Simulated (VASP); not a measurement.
The cell holds one Ir (fcc) (210) slab, with vacuum along c, ions free to move until forces fall under 0.03 eV/Å, no reconstruction beyond this cell, dipole correction on.

Given:

```
CELL_PARAMETERS angstrom
      4.69432     0.00000     0.00000
      3.12955     3.49894     0.00000
      0.00000     0.00000    25.25702
ATOMIC_POSITIONS crystal
  Ir 0.35032 0.35032 0.31999
  Ir 0.65220 0.65220 0.34948
  Ir 0.95417 0.95417 0.37835
  Ir 0.24601 0.24601 0.41642
  Ir 0.54661 0.54661 0.44982
  Ir 0.85045 0.85045 0.48251
  Ir 0.14955 0.14955 0.51749
  Ir 0.45339 0.45339 0.55018
  Ir 0.75399 0.75399 0.58358
  Ir 0.04583 0.04583 0.62165
  Ir 0.34780 0.34780 0.65052
  Ir 0.64968 0.64968 0.68001
```

All values below come from PBEsol GGA, VASP's PBE PAW potentials (set 64) (plane waves; VASP 6.6.1). Numerical set-up: 400 eV cut-off, 8×8×1 Γ-centred mesh, first-order Methfessel-Paxton smearing of 0.10 eV, potentials Ir.

Slab and bulk use different k-meshes, so the surface energy is good to a few per cent at best. Unless said otherwise, spin-orbit coupling is left out, though it shifts the bands of the heavy elements here.

Q: Predict its surface energy, work function, band gap (on the k-mesh).

A: 
```json
{
 "surface_energy": "3.53 J/m²",
 "work_function": "5.10 eV",
 "band gap (on the k-mesh)": "none (metal, semimetal or under 0.01 eV)"
}
```

The cell is a thin slab with vacuum, built from Ir (fcc): (210) face.
